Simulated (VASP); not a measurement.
```xyz
2
Lattice="0.0000 3.3345 3.3345 3.3345 0.0000 3.3345 3.3345 3.3345 0.0000" Properties=species:S:1:pos:R:3 pbc="T T T"
Hg     0.0000     0.0000     0.0000
Te     1.6672     1.6672     1.6672
```

All values below come from r2SCAN+rVV10, VASP's PBE PAW potentials (set 64) (plane waves; VASP 6.6.1). Numerical set-up: 520 eV cut-off, 10×10×10 Γ-centred mesh, first-order Methfessel-Paxton smearing of 0.10 eV, potentials Hg Te.

Task: Give the stress tensor in GPa (positive for a compressed cell).

Result: 
```
-2.17   0.00   0.00
 0.00  -2.17   0.00
 0.00   0.00  -2.17
```
The pressure is its mean diagonal, -2.17 GPa.

The compound is HgTe in the zinc blende structure. This cell is one point of a volume scan, at 1.06 of the reference volume.
